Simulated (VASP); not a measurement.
Given:

```yaml
crystal:
  lattice:
    - [0.00000, 2.48025, 2.48025]
    - [2.48025, 0.00000, 2.48025]
    - [2.48025, 2.48025, 0.00000]
  atoms:
    - { symbol: S, position: [0.00000, 0.00000, 0.00000] }
    - { symbol: Mn, position: [0.50000, 0.50000, 0.50000], spin: 4.0 }
```

All values below come from PBE GGA, VASP's PBE PAW potentials (set 64) (plane waves; VASP). Numerical set-up: 300 eV cut-off, 9×9×9 Γ-centred mesh, Gaussian smearing of 0.20 eV, potentials S Mn_pv.

The moments were started parallel, and other spin orders were not tried in this run.

Problem. Give the spin-up energies of bands 5 to 13 at the high-symmetry points, in eV from the Fermi level.

Solution. 
```tsv
band	Γ	X	U	L	W
5	-3.40	-6.82	-6.47	-8.04	-6.09
6	-3.40	-4.17	-6.25	-5.39	-6.09
7	-3.40	-3.98	-4.92	-5.39	-5.72
8	-3.28	-3.98	-3.07	-2.65	-2.51
9	-3.28	-2.93	-2.57	-2.65	-2.51
10	-2.08	-2.46	-2.27	-2.20	-2.46
11	-2.08	-2.46	-1.87	1.00	-2.04
12	-2.08	-1.80	-1.20	1.00	-1.87
13	2.92	1.24	3.00	2.92	5.00
```

Problem. Give the spin-down energies of bands 5 to 13 at the high-symmetry points, in eV from the Fermi level.

Solution. 
| band | Γ | X | U | L | W |
|---|---|---|---|---|---|
| 5 | -1.91 | -6.52 | -6.08 | -7.45 | -5.62 |
| 6 | -1.91 | -3.72 | -5.62 | -4.07 | -5.62 |
| 7 | -1.91 | -3.72 | -3.98 | -4.07 | -4.89 |
| 8 | -0.20 | -1.60 | -0.20 | 1.06 | 0.72 |
| 9 | -0.20 | 0.46 | 1.19 | 1.06 | 0.72 |
| 10 | -0.20 | 1.36 | 1.39 | 1.33 | 1.02 |
| 11 | -0.08 | 1.36 | 1.42 | 3.31 | 1.37 |
| 12 | -0.08 | 1.57 | 1.56 | 3.52 | 1.43 |
| 13 | 3.76 | 2.71 | 4.42 | 3.52 | 6.43 |

It has no gap at this level: it comes out as a metal or semimetal.

The structure was generated: MnS was put into an ordered model structure, which need not be its known phase. The cell was not relaxed at this level.
